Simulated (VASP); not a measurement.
Output of a VASP run:

### OSZICAR
```
       N       E                     dE             d eps       ncg     rms          rms(c)
DAV:   1     0.437931732084E+02    0.43793E+02   -0.38111E+03  1170   0.843E+02
DAV:   2    -0.633239135718E+01   -0.50126E+02   -0.48682E+02  1780   0.119E+02
DAV:   3    -0.885765196012E+01   -0.25253E+01   -0.25220E+01  1482   0.350E+01
DAV:   4    -0.888031874819E+01   -0.22667E-01   -0.22663E-01  1528   0.362E+00
DAV:   5    -0.888044068634E+01   -0.12194E-03   -0.12194E-03  1438   0.236E-01    0.324E+00
DAV:   6    -0.885400261757E+01    0.26438E-01   -0.14952E-02  1234   0.859E-01    0.195E+00
DAV:   7    -0.883816702730E+01    0.15836E-01   -0.35480E-02  1356   0.132E+00    0.132E-01
DAV:   8    -0.883893350459E+01   -0.76648E-03   -0.24105E-03  1264   0.326E-01    0.394E-02
DAV:   9    -0.883893127202E+01    0.22326E-05   -0.60276E-04  1306   0.197E-01    0.227E-02
DAV:  10    -0.883891879625E+01    0.12476E-04   -0.88505E-05  1183   0.936E-02    0.589E-03
DAV:  11    -0.883891154938E+01    0.72469E-05   -0.13843E-05  1416   0.331E-02    0.424E-03
DAV:  12    -0.883891220680E+01   -0.65743E-06   -0.20233E-06  1214   0.148E-02
   1 F= -.88389122E+01 E0= -.88389122E+01  d E =-.883891E+01
```

### OUTCAR
```
------------------------ aborting loop because EDIFF is reached ----------------------------------------
  FORCE on cell =-STRESS in cart. coord.  units (eV):
  Direction    XX          YY          ZZ          XY          YZ          ZX
  --------------------------------------------------------------------------------------
  Total        0.0146932      0.0175547      0.0172821      0.0000000      0.0000000     -0.0008832
  in kB        0.2747817      0.3282955      0.3231975      0.0000000      0.0000000     -0.0165171
  external PRESSURE =       0.3087582 kB  Pullay stress =       0.0000000 kB
  volume of cell :       85.67
      direct lattice vectors                 reciprocal lattice vectors
     7.449135580 -1.819344268  1.199880275     0.089423748 -0.274824292 -0.138455167
     7.449135580  1.819344268  1.199880275     0.089423748  0.274824292 -0.138455167
     6.519779421  0.000000000  4.210916248    -0.050961731  0.000000000  0.316382272
 POSITION                                       TOTAL-FORCE (eV/Angst)
 -----------------------------------------------------------------------------------
      4.23584      0.00000      1.30739         0.001793      0.000000      0.000554
     17.18221      0.00000      5.30329        -0.001793      0.000000     -0.000554
 -----------------------------------------------------------------------------------
    total drift:                               -0.000000     -0.000000     -0.000000
  FREE ENERGIE OF THE ION-ELECTRON SYSTEM (eV)
  ---------------------------------------------------
  free  energy   TOTEN  =        -8.8389122068 eV

  energy  without entropy=       -8.8389122068  energy(sigma->0) =       -8.83891221

 reached required accuracy - stopping structural energy minimisation
```
(Selected blocks of OUTCAR.)

### POSCAR
```
As
1
    7.4491355802    -1.8193442675     1.1998802748
    7.4491355802     1.8193442675     1.1998802748
    6.5197794210    -0.0000000000     4.2109162484
As
2
Direct
  0.1977695941   0.1977695941   0.1977695942
  0.8022304059   0.8022304059   0.8022304058
```

**Question.** Write an INCAR and KPOINTS that could have produced this output.

**Answer.** This is not unique; one that fits is the input of the run itself, revPBE GGA, plane waves, VASP's PBE PAW potentials (set 64).

INCAR:
```
ALGO = Normal
EDIFF = 1E-6
EDIFFG = -0.01
ENCUT = 520
GGA = RE
IBRION = 2
ISIF = 3
ISMEAR = 0
LASPH = .TRUE.
LCHARG = .FALSE.
LMAXMIX = 4
LREAL = .FALSE.
LWAVE = .FALSE.
NELM = 100
NSW = 60
PREC = Accurate
SIGMA = 0.05
SYSTEM = As
```

File KPOINTS:
```
K-points
0
Gamma
  8 8 8
0 0 0
```

POTCAR, in this order: As (PBE.64 set). Program: vasp_std.

The compound is As in the a7 structure. It was relaxed first, which changed the volume by +99 %. The start is the result of an earlier pass.
